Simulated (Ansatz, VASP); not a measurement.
# GaP in two plane-wave programs, part 3 of 3

Wanted: the spread between two codes on one cell, functional and k mesh. The cell is taken from a series of runs on this material, whose earlier steps may have relaxed, scaled, displaced or heated it; both programs get it as it stands.

VASP 6.6.1 and Ansatz 0.2.0.

So far: Starting point; VASP: zone-centre phonons, LDA, pair 1; Ansatz: zone-centre phonons, LDA, pair 1; Differences; Ansatz: zone-centre phonons, LDA, pair 2; VASP: zone-centre phonons, LDA, pair 2.

## 8. VASP: zone-centre phonons, LDA, pair 3

Level of this step: LDA; plane waves and PAW (Ga_d, P) (VASP).

Second derivatives magnify differences that forces hide, and they need a tight electronic threshold.

Contents of INCAR:

```
SYSTEM = GaP
PREC = Accurate
ENCUT = 500
EDIFF = 1E-08
NELM = 120
ISMEAR = -1
SIGMA = 0.05
LREAL = .FALSE.
ALGO = Normal
GGA = PW92
NELECT = 17.96
NBANDS = 14
LORBIT = 11
LWAVE = .FALSE.
LCHARG = .FALSE.
ISIF = 2
IBRION = 8
LASPH = .TRUE.
GGA_COMPAT = .FALSE.
KPAR = 2
```

Contents of POSCAR:

```
GaP
1.0
    0.0000000000      2.6956501181      2.6956501181
    2.6956501181      0.0000000000      2.6956501181
    2.6956501181      2.6956501181      0.0000000000
Ga P
1 1
Direct
    0.0000000000      0.0000000000      0.0000000000
    0.7500000000      0.7500000000      0.7500000000
```

Contents of KPOINTS:

```
Automatic mesh
0
Gamma
12 12 12
0 0 0
```

Potentials, in the order of the species: Ga_d and P (LDA family, release 64).

Started as:

```
$ mpirun -np 2 vasp_std
```

Numbers of over 12 decimals in the logs are rounded to 6 here.

Output:

```text
[... set-up lines as in an earlier step ...]
 entering main loop
       N       E                     dE             d eps       ncg     rms          rms(c)
DAV:   1     0.761608588120E+02    0.76161E+02   -0.83055E+03  2086   0.165E+03
DAV:   2    -0.510231167235E+01   -0.81263E+02   -0.77788E+02  2256   0.312E+02
DAV:   3    -0.108468727116E+02   -0.57446E+01   -0.57112E+01  2514   0.702E+01
DAV:   4    -0.109444511761E+02   -0.97578E-01   -0.97530E-01  2502   0.990E+00
DAV:   5    -0.109467411967E+02   -0.22900E-02   -0.22899E-02  2530   0.130E+00BRMIX: very serious problems
 the old and the new charge density differ
 old charge density:    18.00000 new   17.96000
BRMIX: very serious problems
 the old and the new charge density differ
 old charge density:    18.00000 new   17.96000
    0.444E+00
DAV:   6    -0.106910459416E+02    0.25570E+00   -0.37914E-01  3112   0.121E+01    0.283E+00
DAV:   7    -0.106427979642E+02    0.48248E-01   -0.92514E-02  2602   0.235E+00    0.104E+00
DAV:   8    -0.106384612068E+02    0.43368E-02   -0.12147E-02  2594   0.138E+00    0.197E-01
[...]
RMM:  15    -0.165340382806E+00    0.11522E-07   -0.10901E-07 13260   0.161E-05    0.333E-07
RMM:  16    -0.165340364649E+00    0.18157E-07    0.43320E-08 11608   0.102E-05    0.138E-07
RMM:  17    -0.165340357870E+00    0.67784E-08    0.10740E-07 10013   0.740E-06    0.974E-08
 first order change of Fermi-energy  -0.30711E-04
 force on displaced ion       1 direction 1 :  -9.791   0.000   0.000
 Linear response progress:
  Degree of freedom:   2/  2
       N       E                     dE             d eps       ncg     rms          rms(c)
RMM:   1    -0.505819851661E-01   -0.50582E-01    0.62132E-03 17774   0.195E+00
RMM:   2    -0.472302293467E-01    0.33518E-02   -0.64914E-03 14195   0.588E-01    0.120E-01
RMM:   3    -0.472864865788E-01   -0.56257E-04   -0.51120E-04 15641   0.183E-01    0.588E-02
RMM:   4    -0.475649935647E-01   -0.27851E-03   -0.96935E-05 15128   0.739E-02    0.114E-02
[...]
RMM:  12    -0.475523794969E-01   -0.18961E-08    0.29229E-07 15081   0.207E-05    0.146E-06
RMM:  13    -0.475523688014E-01    0.10696E-07    0.42571E-07 11358   0.102E-05    0.438E-07
RMM:  14    -0.475523737687E-01   -0.49673E-08    0.35363E-07  9052   0.605E-06    0.656E-08
 first order change of Fermi-energy   0.31278E-03
 force on displaced ion       2 direction 1 :  -9.784   0.000   0.000
 Linear response finished
```

OUTCAR, selected parts (step 8):

```text
  Total       -0.4055948     -0.4055948     -0.4055948      0.0000000      0.0000000      0.0000000
  in kB      -16.5875567    -16.5875567    -16.5875567      0.0000000      0.0000000      0.0000000
  external PRESSURE =     -16.5875567 kB  Pullay stress =       0.0000000 kB

[... 3 parts as in an earlier step ...]
```

## 9. Ansatz: zone-centre phonons, LDA, pair 3

The same cell, functional (in two slightly different forms), mesh and smearing now go to Ansatz, which takes its cutoff from its data sets.

The cell is taken from a series of runs on this material, whose earlier steps may have relaxed, scaled, displaced or heated it; both programs get it as it stands.

Contents of input.yaml:

```yaml
crystal:
  lattice:
    - [0.0, 2.6956501181, 2.6956501181]
    - [2.6956501181, 0.0, 2.6956501181]
    - [2.6956501181, 2.6956501181, 0.0]
  atoms:
    - { symbol: Ga, position: [0.0, 0.0, 0.0] }
    - { symbol: P, position: [0.75, 0.75, 0.75] }
total_charge: 0.04
kpoints:
  mp_grid: { grid: [12, 12, 12] }
hamiltonian:
  xc: lda
scf:
  occupations: { method: fermi_dirac, width: 0.05 }
  n_extra_bands: 8
output:
  eigenvalues: true
phonons:
  method: dfpt
  qmesh: [2, 2, 2]
  temperatures: { t_max: 1000, t_step: 50 }
  qpath:
    path:
      - [[0.0, 0.0, 0.0], [-0.5, -0.5, 0.0], [-0.375, -0.375, 0.25]]
      - [[-0.375, 0.0, 0.375], [0.0, 0.0, 0.0], [0.0, 0.0, 0.5], [-0.5, -0.25, 0.25], [-0.5, -0.5, 0.0]]
    npoints: 10
```

Started as:

```
$ ansatz run input.yaml --threads 4 --pin off --max-ram 8192MiB --backend cpu --events-out ev --progress --plain --runs-dir out
```

Output:

```text
[...]
Crystal: 2 atoms, lattice volume = 39.176 Å³
Basis set: ecut = 420 eV, 749 PW (Γ), exchange–correlation on 54×54×54 points (8 copies of the dense FFT grid, shifted against one another)
Bands: 17, of which v1, the nominal top of the filled ones, is band 9 counted from 1 (8 counted from 0)
Symmetry: 24 space group operations
k-points: 72 of 1728 (time reversal used)
[...]
k-point 71: bands = [... 5 lower, -2.2670, 0.4717, 3.4821, 3.6269, 11.8665, 12.1574, 13.2668, 13.3255, ... 4 higher]
[...]
ASR residual: 1.048e-5 → 0.000e0 eV/Å²; symmetrization residual: 2.963e-6 eV/Å²
  ASR residual per site (eV/Å²): 8.99e-6 1.05e-5
  Γ frequencies (cm⁻¹): 0.00 0.00 0.00 352.38 352.38 352.38
--- Phonons (arbitrary-q DFPT): 3 irreducible q on the 2×2×2 mesh ---
[...]
interpolated dispersion: 62 rows × 6 modes
[...]
[key lines of the parts left out:]
SCF converged after 9 iterations
Free energy (F): -4434.054038 eV
Fermi energy:    6.998465 eV
```

## 10. Side by side

Compared:

```tsv
quantity	Ansatz	VASP	difference
optical mode 1 to 3 (cm⁻¹)	352.4	352.3	+0.03 %
```

Modes are paired by rising frequency, not by their patterns, so a pair may set unlike modes beside each other; they are those without the splitting of longitudinal modes. The cell carries a charge of +0.04 e against a uniform background, so its pressure also hangs on how the neutralising background is counted, and in a defect's cell a gap may be the spacing between its levels.

## 11. Summary of results

```yaml
r_m_s_difference_of_the_optical_zone_centre_modes_each_program_s_sorted_by_frequency_zone_centre_phonons_lda_pair_1: 0.45 cm⁻¹
r_m_s_difference_of_the_optical_zone_centre_modes_each_program_s_sorted_by_frequency_zone_centre_phonons_lda_pair_2: 0.077 cm⁻¹
r_m_s_difference_of_the_optical_zone_centre_modes_each_program_s_sorted_by_frequency_zone_centre_phonons_lda_pair_3: 0.12 cm⁻¹
```

**Reading.** The r.m.s. difference of the optical zone-centre modes, each program's sorted by frequency is 0.45 cm⁻¹ (zone-centre phonons, LDA, pair 1). 1 further run of this series is not shown here. Such differences can come from data sets, numerical settings and the points named under the comparisons, not from the functional's error against experiment.

[Lines on the potential files, build, host, timing and source positions are cut from VASP's logs without a mark.]

[Logs are printed without paths, hosts, clocks, repeated set-up lines and the standing remarks that a program may print on its own settings, such as how far it seeks lower states.]

[Hosts, paths, dates, database ids (printed as entryN), source tags and the programs' standing remarks are cut or masked in the printed files.]
